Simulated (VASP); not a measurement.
# Be4InCu (F-43m) in VASP: a series of runs, part 2 of 2

VASP 6.6.1.

## (3) Core levels, vdW-DF2 (atoms moved at random, drawn with an rms of 0.15 Å)

The input, INCAR:

```
SYSTEM = Be4InCu
  PREC = Accurate
  ENCUT = 520
  EDIFF = 1E-7
  ISMEAR = -1
  SIGMA = 0.02
  LREAL = .FALSE.
  LASPH = .TRUE.
  NELM = 60
  ALGO = Normal
  ISIF = 2
  LWAVE = .FALSE.
  LCHARG = .FALSE.
  GGA = ML
  LUSE_VDW = .TRUE.
  AGGAC = 0.0
  ZAB_VDW = -1.8867
  ICORELEVEL = 1
```

The input, KPOINTS:

```
regular mesh
0
G
  7 7 7
  0 0 0
```

The input, POSCAR:

```
Be4InCu
4.5142
    0.000000000000      0.707110894511      0.707110894511
    0.707110894511      0.000000000000      0.707110894511
    0.707110894511      0.707110894511      0.000000000000
In Cu Be
1 1 4
Direct
   -0.0446580000     -0.0008010000      0.0293060000
    0.2393570000      0.2626000000      0.2579910000
    0.1138480000      0.6046710000      0.6461900000
    0.6050780000      0.6214380000      0.6270110000
    0.6223400000      0.6154300000      0.1595780000
    0.5743820000      0.1527200000      0.6052110000
```

Potentials or basis: VASP PAW PBE potentials, release 64 (In_d, Cu, Be).

Started as:

```sh
$ cat potpaw_PBE.64/In_d/POTCAR potpaw_PBE.64/Cu/POTCAR potpaw_PBE.64/Be/POTCAR > POTCAR
$ mpirun -np 1 vasp_std > vasp.out
```

OUTCAR:

```text
SYSTEM = Be4InCu
   PREC = Accurate
   ENCUT = 520
   EDIFF = 1E-7
   ISMEAR = -1
   LREAL = .FALSE.
   LASPH = .TRUE.
   NELM = 60
   ISIF = 2
   GGA = ML

 ion  position               nearest neighbor table
   1  0.955  0.999  0.029-   5 2.51   6 2.52   4 2.55   5 2.63   3 2.64   2 2.64   4 2.65   3 2.68
                             6 2.69   3 2.69   2 2.72   4 2.75   6 2.81   5 2.82   2 2.85   2 2.86
   2  0.239  0.263  0.258-   6 2.42   5 2.57   3 2.57   1 2.64   1 2.72   1 2.85   1 2.86
   3  0.114  0.605  0.646-   6 2.07   4 2.21   5 2.25   5 2.27   4 2.30   2 2.57   1 2.64   1 2.68
                             1 2.69
   4  0.605  0.621  0.627-   5 2.09   3 2.21   6 2.24   6 2.29   3 2.30   1 2.55   1 2.65   1 2.75

   5  0.622  0.615  0.160-   6 2.07   4 2.09   3 2.25   3 2.27   1 2.51   2 2.57   1 2.63   1 2.82

   6  0.574  0.153  0.605-   3 2.07   5 2.07   4 2.24   4 2.29   2 2.42   1 2.52   1 2.69   1 2.81

  LATTYP: Found a face centered cubic cell.
 ALAT       =     6.3840800000

  Lattice vectors:

 A1 = (   0.0000000000,   3.1920400000,   3.1920400000)
 A2 = (   3.1920400000,   0.0000000000,   3.1920400000)
 A3 = (   3.1920400000,   3.1920400000,   0.0000000000)

Analysis of symmetry for initial positions (statically):
=====================================================================
 Subroutine PRICEL returns:
 Original cell was already a primitive cell.

 Routine SETGRP: Setting up the symmetry group for a
 face centered cubic supercell.

 Subroutine GETGRP returns: Found  1 space group operations
 (whereof  1 operations were pure point group operations)
 out of a pool of 48 trial point group operations.

The static configuration has the point symmetry C_1 .

Analysis of symmetry for dynamics (positions and initial velocities):
=====================================================================
 Subroutine PRICEL returns:
 Original cell was already a primitive cell.

 Routine SETGRP: Setting up the symmetry group for a
 face centered cubic supercell.

 Subroutine GETGRP returns: Found  1 space group operations
 (whereof  1 operations were pure point group operations)
 out of a pool of 48 trial point group operations.

The dynamic configuration has the point symmetry C_1 .

 Subroutine INISYM returns: Found  1 space group operations
 (whereof  1 operations are pure point group operations),
 and found     1 'primitive' translations

----------------------------------------------------------------------------------------

                                     Primitive cell

  volume of cell :      65.0482

  direct lattice vectors                    reciprocal lattice vectors
     0.000000000  3.192040000  3.192040000    -0.156639641  0.156639641  0.156639641
     3.192040000  0.000000000  3.192040000     0.156639641 -0.156639641  0.156639641
     3.192040000  3.192040000  0.000000000     0.156639641  0.156639641 -0.156639641

  length of vectors
     4.514226260  4.514226260  4.514226260     0.271307817  0.271307817  0.271307817

  position of ions in fractional coordinates (direct lattice)
     0.955342000  0.999199000  0.029306000
     0.239357000  0.262600000  0.257991000
     0.113848000  0.604671000  0.646190000
     0.605078000  0.621438000  0.627011000
     0.622340000  0.615430000  0.159578000
     0.574382000  0.152720000  0.605211000

  ion indices of the primitive-cell ions
   primitive index   ion index
                 1           1
                 2           2
                 3           3
                 4           4
                 5           5
                 6           6
[... 64 lines left out ...]
   ISTART =      0    job   : 0-new  1-cont  2-samecut
   ICHARG =      2    charge: 1-file 2-atom 10-const
   ISPIN  =      1    spin polarized calculation?
   LNONCOLLINEAR =      F non collinear calculations
   LSORBIT =      F    spin-orbit coupling
   LASPH  =      T    aspherical Exc in radial PAW
   ENCUT  =  520.0 eV  38.22 Ry    6.18 a.u.   8.39  8.39  8.39*2*pi/ulx,y,z
   NELM   =     60;   NELMIN=  2; NELMDL= -5     # of ELM steps
   EDIFF  = 0.1E-06   stopping-criterion for ELM
   LREAL  =      F    real-space projection
   EDIFFG = 0.1E-05   stopping-criterion for IOM
   NSW    =      0    number of steps for IOM
   IBRION =     -1    ionic relax: 0-MD 1-quasi-New 2-CG
   NFREE  =      0    steps in history (QN), initial steepest desc. (CG)
   ISIF   =      2    stress and relaxation
   ISYM   =      2    0-nonsym 1-usesym 2-fastsym
   POTIM  = 0.5000    time-step for ionic-motion
   TEBEG  =    0.0;   TEEND  =   0.0 temperature during run
   PSTRESS=    0.0 pullay stress
   NELECT =      32.0000    total number of electrons
   NUPDOWN=      -1.0000    fix difference up-down
   EMIN   =  10.00;   EMAX   =-10.00  energy-range for DOS
   EFERMI =   0.00;   METHOD = LEGACY
   ISMEAR =    -1;   SIGMA  =   0.02  broadening in eV -4-tet -1-fermi 0-gaus
   EFERMI_NEDOS =   21; number of points for ismear=-14 and -15
   IALGO  =     38    algorithm
   IMIX   =      4    mixing-type and parameters
     AMIX     =   0.40;   BMIX     =  1.00
     AMIX_MAG =   1.60;   BMIX_MAG =  1.00
  volume/ion in A,a.u.               =      10.84        73.16
  Fermi-wavevector in a.u.,A,eV,Ry     =   1.292349  2.442186 22.723989  1.670166
  Thomas-Fermi vector in A             =   2.424062
   LORBIT       =      0    0 simple, 1 ext, 2 COOP (PROOUT), +10 PAW based schemes
   GGA     = ML    functional components
   LHFCALC =     F    Hartree Fock is set to
   AEXX    =    0.0000 exact exchange contribution
   IVDW_NL    =     1    kernel type
   BPARAM     = 6.3000
   IVDW    =     0    specifies the selected vdW correction
   LEPSILON=     F    determine dielectric tensor
   LRPA    =     F    only Hartree local field effects (RPA)
 non-spin polarized calculation
  energy-cutoff  :      520.00
  volume of cell :       65.05
 maximum number of plane-waves:      1807
 NGX is ok and might be reduce to    36
   NGX = 17   NGY = 17   NGZ = 17

 number of electron      32.0000003 magnetization

 Free energy of the ion-electron system (eV)
  ---------------------------------------------------
  ext. energy  EPLUGINS =         0.00000000
  ---------------------------------------------------
  free energy    TOTEN  =        -9.00017234 eV

  energy without entropy =       -8.99868146  energy(sigma->0) =       -8.99942690

 the core state eigenenergies are
   1-  1s -27735.4604  2s  -4142.0329  2p  -3716.0077  3s   -776.0122  3p   -636.5663
       3d   -420.2353  4s   -107.3824  4p    -65.8691
   2-  1s  -8840.9234  2s  -1053.2275  2p   -907.6899  3s   -104.8011  3p    -62.1747

   3-  1s    -91.5831
   4-  1s    -91.5612
   5-  1s    -91.5353
   6-  1s    -91.5422

 E-fermi :   8.7254     XC(G=0): -11.1146

 val. band max:        8.7251530946   @ k =   0.1429   0.0000  -0.4286
 cond. band min:       8.7375561666   @ k =   0.1429   0.1429   0.4286
 fundamental gap:      0.0124030720
 Fermi energy:         8.7253672777

 k-point     1 :       0.0000    0.0000    0.0000
  band No.  band energies     occupation
      1      -6.8885      2.00000
      2      -6.8790      2.00000
      3      -6.8661      2.00000
      4      -6.8627      2.00000
      5      -6.8475      2.00000
      6      -2.7923      2.00000
[... 268 lines left out ...]
 k-point    13 :       0.4286    0.4286    0.4286
  band No.  band energies     occupation
      1      -6.8895      2.00000
      2      -6.8825      2.00000
      3      -6.8649      2.00000
      4      -6.8277      2.00000
      5      -6.8210      2.00000

------------------------ aborting loop because EDIFF is reached ----------------------------------------

  FORCE on cell =-STRESS in cart. coord.  units (eV):
  Direction    XX          YY          ZZ          XY          YZ          ZX
  --------------------------------------------------------------------------------------
  -------------------------------------------------------------------------------------
  Total        3.0495732      2.4033337      2.9229903     -0.1631817     -0.6443975     -0.0977509
  in kB       75.1129256     59.1956358     71.9951067     -4.0192693    -15.8719192     -2.4076658
  external PRESSURE =      68.7678894 kB  Pullay stress =       0.0000000 kB

 VOLUME and BASIS-vectors are now :
 -----------------------------------------------------------------------------
  energy-cutoff  :      520.00
  volume of cell :       65.05
      direct lattice vectors                 reciprocal lattice vectors
     0.000000000  3.192040000  3.192040000    -0.156639641  0.156639641  0.156639641
     3.192040000  0.000000000  3.192040000     0.156639641 -0.156639641  0.156639641
     3.192040000  3.192040000  0.000000000     0.156639641  0.156639641 -0.156639641

 POSITION                                       TOTAL-FORCE (eV/Angst)
 -----------------------------------------------------------------------------------
      3.28303      3.14304      6.23897        -0.608104      0.163121      0.881368
      1.66175      1.58755      1.60227         0.038587     -0.251328     -0.384997
      3.99280      2.42607      2.29354         0.414089     -0.473202      0.153441
      3.98510      3.93288      3.91509         0.471095      0.324243     -0.214866
      2.47386      2.49591      3.95101        -0.348827     -1.119164     -0.044685
      2.41935      3.76531      2.32094         0.033160      1.356329     -0.390261
 -----------------------------------------------------------------------------------
    total drift:                                0.000249      0.000327      0.000136

  FREE ENERGIE OF THE ION-ELECTRON SYSTEM (eV)
  ---------------------------------------------------
  free  energy   TOTEN  =        -9.0001723398 eV

  energy  without entropy=       -8.9986814621  energy(sigma->0) =       -8.99942690

Total vdW correction in eV:      3.9710644
```

Run time: 13 min. Hardware: 1 thread of AMD EPYC 7R43 (Zen 3), shared host; peak memory 0.61 GiB.

What came out:

| Item | Value |
| --- | --- |
| Free energy | -9.0002 eV |
| Pressure | 6.9 GPa |
| Largest force | 1.412 eV/Å |
| Band gap on the k mesh | none (metal or under the smearing width) |

Forces in eV/Å, atoms in the order of the input:
```
In  -0.608  0.163  0.881
Cu   0.039 -0.251 -0.385
Be   0.414 -0.473  0.153
Be   0.471  0.324 -0.215
Be  -0.349 -1.119 -0.045
Be   0.033  1.356 -0.390
```

Core levels (eV, on the scale of the bands):
```csv
atom,levels
1 In,"1s -27735.5, 2s -4142.0, 2p -3716.0, 3s -776.0, 3p -636.6, 3d -420.2, 4s -107.4, 4p -65.9"
2 Cu,"1s -8840.9, 2s -1053.2, 2p -907.7, 3s -104.8, 3p -62.2"
3 Be,1s -91.6
4 Be,1s -91.6
5 Be,1s -91.5
6 Be,1s -91.5
```

Caveat: the PAW data sets were made with another functional, which shifts forces and pressure a little.

## (4) The reference run

An earlier run on the cell as given: functional PBE; potentials or basis VASP PAW PBE potentials, release 64 (In_d, Cu, Be); cutoff 520 eV; k mesh 7 × 7 × 7; occupations fermi-dirac, width 0.05 eV; no spin polarisation.

- Pressure: 0.8 GPa
- Largest force: 0.039 eV/Å
- Band gap on the k mesh: none (metal or under the smearing width)

## (5) Overview

```tsv
task	level	potentials or basis	cell	cutoff (eV)	smearing	other keys	gap on the mesh (eV)	pressure (GPa)	largest force (eV/Å)
band structure	AM05+D4	VASP PAW PBE potentials, release 64 (In, Cu, Be)	as given	500	fermi-dirac 0.1 eV	BMIX = 0.5	-	-	-
core levels	vdW-DF2	VASP PAW PBE potentials, release 64 (In_d, Cu, Be)	atoms moved at random, drawn with an rms of 0.15 Å	520	fermi-dirac 0.02 eV	-	none	6.9	1.41
single point	PBE	VASP PAW PBE potentials, release 64 (In_d, Cu, Be)	as given	520	fermi-dirac 0.05 eV	-	none	0.8	0.04
```

Alike in all rows: no spin polarisation; k mesh 7 × 7 × 7.

Caveats: the PAW data sets were made with another functional, which shifts forces and pressure a little (some runs); spin-orbit coupling is left out, which moves the levels of the heavy elements (some runs); pairwise dispersion overbinds metals, which lowers pressure and volume (some runs).

Total energies depend on the potentials used, so only differences within one code and one set of settings carry meaning.
